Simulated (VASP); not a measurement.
Mg2CdO3, 6 atoms in the cell. It takes space group P6/mmm (No. 191, hexagonal). The conventional cell has a = 5.014 Å, b = 5.014 Å, c = 4.170 Å, α = 90.00°, β = 90.00°, γ = 120.00°. Around Mg (site symmetry -6m2) lie 6 O at 2.54 Å and 3 Cd at 2.90 Å and 3 Mg at 2.90 Å. Cd (site symmetry 6/mmm) is surrounded by 6 Mg at 2.90 Å and 12 O at 3.26 Å. O (site symmetry mmm) is surrounded by 4 O at 2.51 Å and 4 Mg at 2.54 Å. The cell was built by a generator and needn't be a form met in nature.

| Item | Value |
| --- | --- |
| Program | VASP 6.6.1 |
| Task | relaxation of cell and atoms |
| Functional | PBE |
| Potentials or basis | VASP PAW PBE potentials, release 64 (Mg, Cd, O) |
| Cutoff | 520 eV |
| k mesh | 3 × 3 × 4 |
| Occupations | gaussian, width 0.15 eV |
| Spin | no spin polarisation |
| Further INCAR settings | PREC = Normal; ALGO = Fast; EDIFF = 0.0001; IBRION = 2; EDIFFG = -0.08; NSW = 24; ISIF = 3 |

Potentials or basis: VASP PAW PBE potentials, release 64 (Mg, Cd, O).

Launch:

```sh
$ cat potpaw_PBE.64/Mg/POTCAR potpaw_PBE.64/Cd/POTCAR potpaw_PBE.64/O/POTCAR > POTCAR
$ mpirun -np 1 vasp_std > vasp.out
```

Hardware: 1 thread of Intel(R) Xeon(R) Platinum 8488C (Sapphire Rapids), with other jobs on the host.

Task: Estimate the wall time of this run.

Result: It took 100 s on 1 thread of Intel(R) Xeon(R) Platinum 8488C (Sapphire Rapids) (shared host), peak memory 0.17 GiB. Counts: scf iterations 163, k points 9, ion steps 13.
